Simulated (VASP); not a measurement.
Consider the following.

```
ZnO
1.0
    1.63625    -2.83408     0.00000
    1.63625     2.83408     0.00000
    0.00000     0.00000     5.28124
Zn O
2 2
Direct
  0.66667   0.33333   0.50121
  0.33333   0.66667   0.00121
  0.66667   0.33333   0.88079
  0.33333   0.66667   0.38079
```

Level of theory: PBE GGA with D3 dispersion (zero damping), VASP's PBE PAW potentials (set 64) (plane waves; VASP). Run with 520 eV cut-off, 9×9×5 Γ-centred mesh, tetrahedra with Blöchl corrections, potentials Zn O.

The cores are frozen, which limits the accuracy of field gradients.

Task: Give the principal components of the electric field gradient (V/Å²) and the asymmetry η at each nucleus.

Result: 
```
atom   Vxx   Vyy   Vzz     η
----  ----  ----  ----  ----
Zn1   -2.6  -2.6   5.3  0.00
Zn2   -2.6  -2.6   5.3  0.00
O3     0.6   0.6  -1.3  0.01
O4     0.6   0.6  -1.3  0.01
```

The compound is ZnO in the wurtzite structure. It was relaxed first.
